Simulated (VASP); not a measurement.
# ErO (P6_3/mmc) in VASP: equation of state

Aim: energy against volume of ErO in PBE, for its equilibrium volume and stiffness.

All numbers are computed with VASP 6.6.1; they aren't measurements. Logs are shortened: lines on timing, memory, paths and dates and some standing lists are left out, and cuts for length are marked.

### 1 The structure

Symmetry: P6_3/mmc, No. 194, hexagonal system. Conventional cell: a = 3.963 Å, b = 3.963 Å, c = 4.761 Å, α = 90.00°, β = 90.00°, γ = 120.00°. Er (site symmetry -6m2) is surrounded by 5 O at 2.29 to 2.38 Å. Around O (site symmetry -6m2) lie 5 Er at 2.29 to 2.38 Å.

The cell comes from a database or a generator and needn't be the stable form of this composition.

### 2 Equation of state, PBE, collinear spin, ferromagnetic start, 15.22 Å³/atom (volume scaled by 0.94)

Contents of INCAR:

```
  ALGO = Normal
  EDIFF = 1E-7
  ENCUT = 520
  GGA = PE
  ISIF = 2
  ISMEAR = -1
  ISPIN = 2
  LASPH = True
  LCHARG = False
  LMAXMIX = 6
  LORBIT = 11
  LREAL = False
  LWAVE = False
  MAGMOM = 3 3 0 0
  NBANDS = 40
  NELM = 100
  PREC = Accurate
  SIGMA = 0.05
```

Contents of KPOINTS:

```
k-points
0
Gamma
  8 8 6
```

Contents of POSCAR:

```
ErO
1.0
    3.8823404227      0.0000000000      0.0000000000
   -1.9411702114      3.3622054322      0.0000000000
    0.0000000000      0.0000000000      4.6636331381
Er O
2 2
Direct
    0.6666666667      0.3333333333      0.2500000000
    0.3333333333      0.6666666667      0.7500000000
    0.6666666667      0.3333333333      0.7500000000
    0.3333333333      0.6666666667      0.2500000000
```

Potentials or basis: VASP PAW PBE potentials, release 64 (Er, O).

Started as:

```bash
$ cat potpaw_PBE.64/Er/POTCAR potpaw_PBE.64/O/POTCAR > POTCAR
$ mpirun -np 1 vasp_std > vasp.out
```

OUTCAR:

```text
EDIFF = 1E-7
   ENCUT = 520
   GGA = PE
   ISIF = 2
   ISMEAR = -1
   ISPIN = 2
   LASPH = True
   LORBIT = 11
   LREAL = False
   NELM = 100
   PREC = Accurate

 Found     40 irreducible k-points:

 Following reciprocal coordinates:
            Coordinates               Weight
  0.000000  0.000000  0.000000      1.000000
  0.125000  0.000000  0.000000      6.000000
  0.250000  0.000000  0.000000      6.000000
  0.375000  0.000000  0.000000      6.000000
  0.500000  0.000000  0.000000      3.000000
  0.125000  0.125000  0.000000      6.000000
   k-points           NKPTS =     40   k-points in BZ     NKDIM =     40   number of bands    NBANDS=     40
   number of dos      NEDOS =    301   number of ions     NIONS =      4
   total plane-waves  NPLWV =  32400
   dimension x,y,z NGX =    30 NGY =   30 NGZ =   36
   dimension x,y,z NGXF=    60 NGYF=   60 NGZF=   72
   ions per type =               2   2
   NGX,Y,Z   is equivalent  to a cutoff of  12.85, 12.85, 12.83 a.u.
   NGXF,Y,Z  is equivalent  to a cutoff of  25.69, 25.69, 25.67 a.u.
 SYSTEM =  unknown system
   PREC   = accura    normal or accurate (medium, high low for compatibility)
   ISTART =      0    job   : 0-new  1-cont  2-samecut
   ICHARG =      2    charge: 1-file 2-atom 10-const
   ISPIN  =      2    spin polarized calculation?
   LNONCOLLINEAR =      F non collinear calculations
   LSORBIT =      F    spin-orbit coupling
   LASPH  =      T    aspherical Exc in radial PAW
   ENCUT  =  520.0 eV  38.22 Ry    6.18 a.u.   7.22  7.22  8.67*2*pi/ulx,y,z
   NELM   =    100;   NELMIN=  2; NELMDL= -5     # of ELM steps
   EDIFF  = 0.1E-06   stopping-criterion for ELM
   LREAL  =      F    real-space projection
[... 7 lines left out ...]
   TEBEG  =    0.0;   TEEND  =   0.0 temperature during run
   PSTRESS=    0.0 pullay stress
   NELECT =      56.0000    total number of electrons
   NUPDOWN=      -1.0000    fix difference up-down
   EMIN   =  10.00;   EMAX   =-10.00  energy-range for DOS
   EFERMI =   0.00;   METHOD = LEGACY
   ISMEAR =    -1;   SIGMA  =   0.05  broadening in eV -4-tet -1-fermi 0-gaus
   EFERMI_NEDOS =   21; number of points for ismear=-14 and -15
   IALGO  =     38    algorithm
   IMIX   =      4    mixing-type and parameters
     AMIX     =   0.40;   BMIX     =  1.00
     AMIX_MAG =   1.60;   BMIX_MAG =  1.00
  volume/ion in A,a.u.               =      15.22       102.70
  Fermi-wavevector in a.u.,A,eV,Ry     =   1.592172  3.008770 34.490946  2.535013
  Thomas-Fermi vector in A             =   2.690599
   LORBIT       =     11    0 simple, 1 ext, 2 COOP (PROOUT), +10 PAW based schemes
   GGA     = PE    functional components
   LHFCALC =     F    Hartree Fock is set to
   AEXX    =    0.0000 exact exchange contribution
   IVDW    =     0    specifies the selected vdW correction
   LEPSILON=     F    determine dielectric tensor
   LRPA    =     F    only Hartree local field effects (RPA)
 spin polarized calculation
  energy-cutoff  :      520.00
  volume of cell :       60.88
 maximum number of plane-waves:      1656
 NGX is ok and might be reduce to    30
   NGX = 15   NGY = 15   NGZ = 17

 number of electron      55.9999977 magnetization      -0.4423704

 number of electron      55.9999985 magnetization       4.4360715

 Free energy of the ion-electron system (eV)
  ---------------------------------------------------
  ext. energy  EPLUGINS =         0.00000000
  ---------------------------------------------------
  free energy    TOTEN  =       -31.34121363 eV

  energy without entropy =      -31.26516828  energy(sigma->0) =      -31.30319096

 E-fermi :   4.8094     XC(G=0): -11.3291

 val. band max:        4.8054550535   @ k =   0.2500   0.2500   0.0000
 cond. band min:       4.8120173063   @ k =   0.3750   0.1250   0.0000
 fundamental gap:      0.0065622529
 Fermi energy:         4.8094230195

 spin component 1

 k-point     1 :       0.0000    0.0000    0.0000
  band No.  band energies     occupation
      1     -44.6286      1.00000
      2     -44.4753      1.00000
      3     -19.3706      1.00000
      4     -18.9848      1.00000
      5     -18.9848      1.00000
      6     -18.5916      1.00000
[... 32 lines left out ...]
     39      10.5352      0.00000
     40      11.3094      0.00000

 k-point     2 :       0.1250    0.0000    0.0000
  band No.  band energies     occupation
      1     -44.6216      1.00000
      2     -44.4786      1.00000
      3     -19.3303      1.00000
      4     -19.1164      1.00000
      5     -19.0116      1.00000
      6     -18.7614      1.00000
[... 32 lines left out ...]
     39      10.9415      0.00000
     40      12.0866      0.00000

 k-point     3 :       0.2500    0.0000    0.0000
  band No.  band energies     occupation
      1     -44.6028      1.00000
      2     -44.4885      1.00000
      3     -19.3969      1.00000
      4     -19.2187      1.00000
      5     -19.1027      1.00000
      6     -19.0718      1.00000
[... 32 lines left out ...]
     39      11.0798      0.00000
     40      11.7941      0.00000

 k-point     4 :       0.3750    0.0000    0.0000
  band No.  band energies     occupation
      1     -44.5789      1.00000
      2     -44.5036      1.00000
      3     -19.6413      1.00000
      4     -19.3820      1.00000
      5     -19.1275      1.00000
      6     -19.0677      1.00000
[... 32 lines left out ...]
     39      11.0841      0.00000
     40      11.7995      0.00000

 k-point     5 :       0.5000    0.0000    0.0000
  band No.  band energies     occupation
      1     -44.5649      1.00000
      2     -44.5139      1.00000
      3     -19.7349      1.00000
      4     -19.4851      1.00000
      5     -19.1496      1.00000
      6     -18.9741      1.00000
[... 32 lines left out ...]
     39      11.6440      0.00000
     40      12.0808      0.00000

 k-point     6 :       0.1250    0.1250    0.0000
  band No.  band energies     occupation
      1     -44.6087      1.00000
      2     -44.4853      1.00000
      3     -19.3027      1.00000
      4     -19.2540      1.00000
      5     -19.1026      1.00000
      6     -18.9742      1.00000
[... 32 lines left out ...]
     39      11.3340      0.00000
     40      11.6242      0.00000

 [... further k-points ...]

 spin component 2

 k-point     1 :       0.0000    0.0000    0.0000
  band No.  band energies     occupation
      1     -43.6118      1.00000
      2     -43.4439      1.00000
      3     -18.7621      1.00000
      4     -18.3104      1.00000
      5     -18.3104      1.00000
      6     -17.8859      1.00000
[... 32 lines left out ...]
     39      10.6013      0.00000
     40      10.9312      0.00000

 k-point     2 :       0.1250    0.0000    0.0000
  band No.  band energies     occupation
      1     -43.6041      1.00000
      2     -43.4475      1.00000
      3     -18.7186      1.00000
      4     -18.4788      1.00000
      5     -18.3400      1.00000
      6     -18.1076      1.00000
[... 32 lines left out ...]
     39      11.0234      0.00000
     40      12.2996      0.00000

 k-point     3 :       0.2500    0.0000    0.0000
  band No.  band energies     occupation
      1     -43.5834      1.00000
      2     -43.4582      1.00000
      3     -18.8197      1.00000
      4     -18.5980      1.00000
      5     -18.5198      1.00000
      6     -18.4066      1.00000
[... 32 lines left out ...]
     39      11.3391      0.00000
     40      11.9110      0.00000

 k-point     4 :       0.3750    0.0000    0.0000
  band No.  band energies     occupation
      1     -43.5570      1.00000
      2     -43.4745      1.00000
      3     -19.1041      1.00000
      4     -18.8390      1.00000
      5     -18.4680      1.00000
      6     -18.4349      1.00000
[... 32 lines left out ...]
     39      11.3816      0.00000
     40      12.0616      0.00000

 k-point     5 :       0.5000    0.0000    0.0000
  band No.  band energies     occupation
      1     -43.5416      1.00000
      2     -43.4858      1.00000
      3     -19.2109      1.00000
      4     -18.9542      1.00000
      5     -18.4923      1.00000
      6     -18.3336      1.00000
[... 32 lines left out ...]
     39      11.9131      0.00000
     40      12.3320      0.00000

 k-point     6 :       0.1250    0.1250    0.0000
  band No.  band energies     occupation
      1     -43.5898      1.00000
      2     -43.4547      1.00000
      3     -18.7089      1.00000
      4     -18.6363      1.00000
      5     -18.4724      1.00000
      6     -18.3399      1.00000
[... 32 lines left out ...]
     39      11.5625      0.00000
     40      11.7347      0.00000

 [... further k-points ...]
[... 5 lines left out ...]
  --------------------------------------------------------------------------------------
  -------------------------------------------------------------------------------------
  Total        4.0827950      4.0827950      6.1819142     -0.0000000      0.0000000      0.0000000
  in kB      107.4548233    107.4548233    162.7014089     -0.0000000      0.0000000      0.0000000
  external PRESSURE =     125.8703518 kB  Pullay stress =       0.0000000 kB

 VOLUME and BASIS-vectors are now :
 -----------------------------------------------------------------------------
  energy-cutoff  :      520.00
  volume of cell :       60.88
      direct lattice vectors                 reciprocal lattice vectors
     3.882340423  0.000000000  0.000000000     0.257576588  0.148711912  0.000000000
    -1.941170211  3.362205432  0.000000000     0.000000000  0.297423825  0.000000000
     0.000000000  0.000000000  4.663633138     0.000000000  0.000000000  0.214425100

 POSITION                                       TOTAL-FORCE (eV/Angst)
 -----------------------------------------------------------------------------------
      1.94117      1.12074      1.16591         0.000000     -0.000000     -0.000000
     -0.00000      2.24147      3.49772        -0.000000      0.000000      0.000000
      1.94117      1.12074      3.49772        -0.000000     -0.000000     -0.000000
     -0.00000      2.24147      1.16591         0.000000      0.000000     -0.000000
 -----------------------------------------------------------------------------------
    total drift:                               -0.000000     -0.000000     -0.000000

  FREE ENERGIE OF THE ION-ELECTRON SYSTEM (eV)
  ---------------------------------------------------
  free  energy   TOTEN  =       -31.3412136342 eV

  energy  without entropy=      -31.2651682810  energy(sigma->0) =      -31.30319096

 total charge

# of ion       s       p       d       f       tot
--------------------------------------------------
    1        2.070   5.837   0.510  11.412  19.829
    2        2.070   5.837   0.510  11.412  19.829
    3        1.563   3.490   0.000   0.000   5.054
    4        1.563   3.490   0.000   0.000   5.054
--------------------------------------------------
tot          7.266  18.655   1.020  22.824  49.766

 magnetization (x)

# of ion       s       p       d       f       tot
--------------------------------------------------
    1       -0.001  -0.023  -0.019   2.359   2.315
    2       -0.001  -0.023  -0.019   2.359   2.315
    3       -0.001  -0.000   0.000   0.000  -0.001
    4       -0.001  -0.000   0.000   0.000  -0.001
--------------------------------------------------
tot         -0.003  -0.048  -0.038   4.717   4.628
```

Run time: 16 min. Hardware: 1 thread of Intel Xeon 6975P-C (Granite Rapids), shared host; peak memory 0.31 GiB.

Results:

| Quantity | Value |
| --- | --- |
| Free energy | -31.3412 eV |
| Pressure | 12.6 GPa |
| Band gap on the k mesh | none (metal or under the smearing width) |
| Net moment | 4.44 μB per cell |
| Site moments | Er +2.31; O -0.00 μB |
| Valence electrons inside the program's atomic spheres | Er 19.83; O 5.05 |

Caveat: the magnetic or orbital state may not be the lowest; spin-orbit coupling is left out, which moves the levels of the heavy elements; without U or exact exchange the open f shell lies at the Fermi level, which spoils levels, moments and volumes.

### 3 Equation of state, PBE, collinear spin, ferromagnetic start, 15.54 Å³/atom (volume scaled by 0.96)

Contents of INCAR:

```
SYSTEM = ErO
ALGO = Normal
EDIFF = 1E-7
ENCUT = 520
GGA = PE
ISIF = 2
ISMEAR = -1
ISPIN = 2
LASPH = .True.
LCHARG = .False.
LMAXMIX = 6
LORBIT = 11
LREAL = .False.
LWAVE = .False.
MAGMOM = 3 3 0 0
NBANDS = 40
NELM = 150
PREC = Accurate
SIGMA = 0.05
```

Contents of KPOINTS:

```
k-points
0
Gamma
  8 8 6
  0 0 0
```

Contents of POSCAR:

```
ErO
1.0
    3.9096817490      0.0000000000      0.0000000000
   -1.9548408745      3.3858837154      0.0000000000
    0.0000000000      0.0000000000      4.6964767071
Er O
2 2
Direct
    0.6666666667      0.3333333333      0.2500000000
    0.3333333333      0.6666666667      0.7500000000
    0.6666666667      0.3333333333      0.7500000000
    0.3333333333      0.6666666667      0.2500000000
```

Potentials or basis: VASP PAW PBE potentials, release 64 (Er, O).

Started as:

```bash
$ cat potpaw_PBE.64/Er/POTCAR potpaw_PBE.64/O/POTCAR > POTCAR
$ mpirun -np 1 vasp_std > vasp.out
```

It took 25 min on 1 thread of Intel Xeon 6975P-C (Granite Rapids), shared host; peak memory 0.32 GiB.

The run converged. Its results:

| Property | Result |
| --- | --- |
| Free energy | -31.4319 eV |
| Pressure | 9.6 GPa |
| Band gap on the k mesh | none (metal or under the smearing width) |
| Net moment | 4.43 μB per cell |
| Site moments | Er +2.31; O -0.00 μB |
| Valence electrons inside the program's atomic spheres | Er 19.81; O 5.04 |

Caveat: the magnetic or orbital state may not be the lowest; spin-orbit coupling is left out, which moves the levels of the heavy elements; without U or exact exchange the open f shell lies at the Fermi level, which spoils levels, moments and volumes.

[end of part 1 of 2]
